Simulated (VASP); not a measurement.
An input for Quantum ESPRESSO's pw.x (written as the equivalent of a VASP run, and not itself run):

```
&CONTROL
  calculation = 'vc-relax'
  pseudo_dir = './pseudo'
  outdir = './out'
  tprnfor = .true.
  tstress = .true.
  nstep = 60
  forc_conv_thr = 0.00039
/
&SYSTEM
  ibrav = 0
  nat = 2
  ntyp = 2
  ecutwfc = 98
  occupations = 'smearing'
  smearing = 'methfessel-paxton'
  degauss = 0.00735
  input_dft = 'pbesol'
  nspin = 2
  starting_magnetization(1) = 0.2
/
&ELECTRONS
  conv_thr = 7.3e-08
  electron_maxstep = 100
/
&IONS
/
&CELL
/
ATOMIC_SPECIES
  Ni 58.693 Ni.upf
  O 15.999 O.upf
CELL_PARAMETERS angstrom
     0.0000000    2.0520000    2.0520000
     2.0520000    0.0000000    2.0520000
     2.0520000    2.0520000    0.0000000
ATOMIC_POSITIONS crystal
  Ni   0.0000000  0.0000000  0.0000000
  O    0.5000000  0.5000000  0.5000000
K_POINTS automatic
  14 14 14 0 0 0
```

Question: Write the VASP files for the same calculation (PBEsol).

Answer: One answer among several that fit: 
### KPOINTS
```
Automatic mesh
0
Gamma
14 14 14
0 0 0
```

INCAR:
```
ALGO  =  Normal
EDIFF  =  1E-6
EDIFFG  =  -0.01
ENCUT  =  520
GGA  =  PS
IBRION  =  2
ISIF  =  3
ISMEAR  =  1
ISPIN  =  2
LASPH  =  T
LCHARG  =  F
LMAXMIX  =  4
LORBIT  =  10
LREAL  =  F
LWAVE  =  F
MAGMOM  =  2.0 0.0
NELM  =  100
NSW  =  60
PREC  =  Accurate
SIGMA  =  0.1
SYSTEM  =  NiO
```

### POSCAR
```
NiO
1.0
  0.0000000000   2.0520000000   2.0520000000
  2.0520000000   0.0000000000   2.0520000000
  2.0520000000   2.0520000000   0.0000000000
Ni O
1 1
Direct
  0.0000000000   0.0000000000   0.0000000000
  0.5000000000   0.5000000000   0.5000000000
```

POTCAR, in this order: Ni O (PBE.64 set). Program: vasp_std.

Limits of the translation: the potentials are each code's own (VASP's PAW set, PseudoDojo norm-conserving files in pw.x), so ENCUT and ecutwfc are chosen apart and not converted; conv_thr bounds pw.x's estimated SCF error, while EDIFF bounds the energy change between steps; starting_magnetization is a fraction of the valence charge and MAGMOM a moment in μB, so they match only roughly; forc_conv_thr acts on force components and is met together with etot_conv_thr.

The structure was generated: NiO was put into the rock salt type (Fm-3m), which need not be its known phase. The cell was not relaxed at this level.
